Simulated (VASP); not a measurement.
An input for Ansatz (written as the equivalent of a VASP run, and not itself run):

Ansatz 0.2 input:
```yaml
crystal:
  lattice:
    - [10.1877228, -2.1906382, -0.0070843]
    - [10.1877228, 2.1906382, -0.0070843]
    - [9.7192933, 0.0000000, 3.7581867]
  atoms:
    - { symbol: Bi, position: [0.3996823, 0.3996823, 0.3996823] }
    - { symbol: Bi, position: [0.6003177, 0.6003177, 0.6003177] }
    - { symbol: Te, position: [1.0000000, 1.0000000, 1.0000000] }
    - { symbol: Te, position: [0.2099479, 0.2099479, 0.2099479] }
    - { symbol: Te, position: [0.7900521, 0.7900521, 0.7900521] }
kpoints:
  mp_grid: { grid: [7, 7, 7] }
hamiltonian:
  xc: pbesol
  pseudopotentials: { kind: paw }
scf:
  occupations: { method: tetrahedron }
  max_iter: 100
output: { forces: true, stress: true, eigenvalues: true }
```

Problem. Write the VASP files for the same calculation (PBEsol).

Solution. One answer among several that fit: 
### POSCAR
```
Bi2Te3
1
   10.1877227763    -2.1906382095    -0.0070842561
   10.1877227763     2.1906382095    -0.0070842561
    9.7192933099     0.0000000000     3.7581866996
Bi Te
2 3
Direct
  0.3996822864   0.3996822864   0.3996822864
  0.6003177136   0.6003177136   0.6003177136
  1.0000000000   1.0000000000   1.0000000000
  0.2099478987   0.2099478987   0.2099478987
  0.7900521013   0.7900521013   0.7900521013
```

### KPOINTS
```
Automatic
0
Gamma
  7 7 7
0 0 0
```

INCAR:
```
SYSTEM = Bi2Te3
PREC = Accurate
ENCUT = 400
EDIFF = 1E-7
NELM = 100
ALGO = Normal
LREAL = .FALSE.
LASPH = .TRUE.
ISMEAR = -5
GGA = PS
LMAXMIX = 4
LWAVE = .FALSE.
LCHARG = .TRUE.
LORBIT = 11
NEDOS = 601
ISIF = 2
LEFG = .TRUE.
```

POTCAR, in this order: Bi_d Te (PBE.64 set). Program: vasp_std.

The two are equivalent in intent, not identical: each code has its own PAW files, so the cut-off isn't converted (ENCUT is set for VASP's; basis.ecutwfc is left out, and Ansatz then takes the one that its files recommend); Ansatz stops its SCF on the density residual and VASP on the energy change (EDIFF); the field gradients of LEFG aren't asked of the other code.

The compound is Bi2Te3 in the tetradymite structure. It was relaxed first.
